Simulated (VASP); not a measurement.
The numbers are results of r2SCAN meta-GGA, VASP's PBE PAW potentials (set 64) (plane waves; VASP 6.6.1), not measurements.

A VASP calculation is set up with these files.

INCAR:
```
SYSTEM = Tb
PREC = Accurate
ENCUT = 400
EDIFF = 1E-6
NELM = 100
ALGO = Normal
LREAL = .FALSE.
LASPH = .TRUE.
ISMEAR = 1
SIGMA = 0.1
METAGGA = R2SCAN
LMIXTAU = .TRUE.
LMAXMIX = 6
LWAVE = .FALSE.
LCHARG = .FALSE.
IBRION = 2
ISIF = 3
NSW = 60
EDIFFG = -0.01
```

File KPOINTS:
```
Automatic mesh
0
Gamma
10 10 6
0 0 0
```

**POSCAR**
```
Tb
1.0
  1.8338268312  -3.1762807648   0.0000000000
  1.8338268312   3.1762807648   0.0000000000
  0.0000000000   0.0000000000   5.5983693642
Tb
2
Cart
  1.8338268312   1.0587623725   1.3995923410
  1.8338268312  -1.0587623725   4.1987770231
```

POTCAR, in this order: Tb_3 (PBE.64 set). Program: vasp_std.

The 4f electrons are frozen in the core of the lanthanide potential, so 4f levels, which can set the real gap, and their magnetism are missing.

Task: What does the run give for the energy per atom (σ→0), volume per atom, band gap (on the k-mesh)?

Result: 
| Item | Result |
|---|---|
| energy per atom (σ→0) | -31.221 eV/atom |
| band gap (on the k-mesh) | none (metal, semimetal or under 0.01 eV) |
| volume per atom | 32.71 Å^3/atom |

### OSZICAR
```
...
DAV:   4    -0.624424892140E+02    0.84383E-05   -0.45132E-05  1659   0.579E-02    0.172E-02
DAV:   5    -0.624424830519E+02    0.61621E-05   -0.86610E-06  1481   0.271E-02    0.743E-03
DAV:   6    -0.624424877011E+02   -0.46492E-05   -0.49149E-06  1486   0.227E-02    0.308E-03
DAV:   7    -0.624424830784E+02    0.46227E-05   -0.12081E-06   801   0.122E-02    0.146E-03
DAV:   8    -0.624424877255E+02   -0.46472E-05   -0.53702E-07   743   0.786E-03    0.487E-04
DAV:   9    -0.624424864644E+02    0.12611E-05   -0.58845E-08   743   0.204E-03    0.189E-04
DAV:  10    -0.624424864422E+02    0.22181E-07   -0.66941E-09   743   0.478E-04
   2 F= -.62442486E+02 E0= -.62442963E+02  d E =-.427262E-04
```

The compound is Tb in the hcp structure. This run relaxes it. Symmetry was kept, so distortions that lower it aren't found. The start is the result of an earlier pass.
